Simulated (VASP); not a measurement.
Given:

```
ZrO2
1.0
    0.00000     2.55920     2.55920
    2.55920     0.00000     2.55920
    2.55920     2.55920     0.00000
Zr O
1 2
Direct
  0.00000   0.00000   0.00000
  0.25000   0.25000   0.25000
  0.75000   0.75000   0.75000
```

The numbers are results of PBE GGA, VASP's PBE PAW potentials (set 64) (plane waves; VASP), not measurements. Settings: PREC = Normal, EDIFF = 1E-5, 450 eV cut-off, 10×10×10 Γ-centred mesh, Gaussian smearing of 0.050 eV, potentials Zr_sv O.

At this cut-off the stress carries a Pulay error, which pulls relaxed volumes low.

Q: Give the stress tensor in GPa (positive for a compressed cell).

A: 
```
-1.41   0.00   0.00
 0.00  -1.41   0.00
 0.00   0.00  -1.41
```
The pressure is its mean diagonal, -1.41 GPa.

The compound is ZrO2 in the fluorite structure, the high-temperature cubic form, which is unstable at 0 K; the monoclinic form is the stable one. It was relaxed first.
